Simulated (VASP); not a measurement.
A cell of YN (rock salt) near equilibrium:

```
CELL_PARAMETERS angstrom
      0.00000     2.42776     2.42776
      2.42776     0.00000     2.42776
      2.42776     2.42776     0.00000
ATOMIC_POSITIONS crystal
  Y  0.00000 0.00000 0.00000
  N  0.50000 0.50000 0.50000
```

The numbers are results of PBEsol GGA, VASP's PBE PAW potentials (set 64) (plane waves; VASP 6.6.1), not measurements.

| run | ΔE (meV/atom) | σxx | σyy | σzz | largest shear component, with its sign (GPa) | largest force (eV/Å) | gap (eV) |
|---|---|---|---|---|---|---|---|
| as it is | 0.0 | -0.14 | -0.14 | -0.14 | 0.00 | 0.000 | 0.07 |
| after one change | 4.1 | 4.44 | 4.44 | 1.54 | 0.00 | 0.000 | 0.00 |
Stress is in GPa, positive when the cell is compressed; gaps are those on the k-mesh, and 0.00 means metallic.

Problem. Which change was made?
A. uniaxial strain of -1.5 % along z
B. shear strain γ_xz = -1.0 %
C. biaxial strain of -1.0 % in the xy plane
D. biaxial strain of -1.5 % in the xz plane

Solution. C, biaxial strain of -1.0 % in the xy plane

The compound is YN in the rock salt structure.
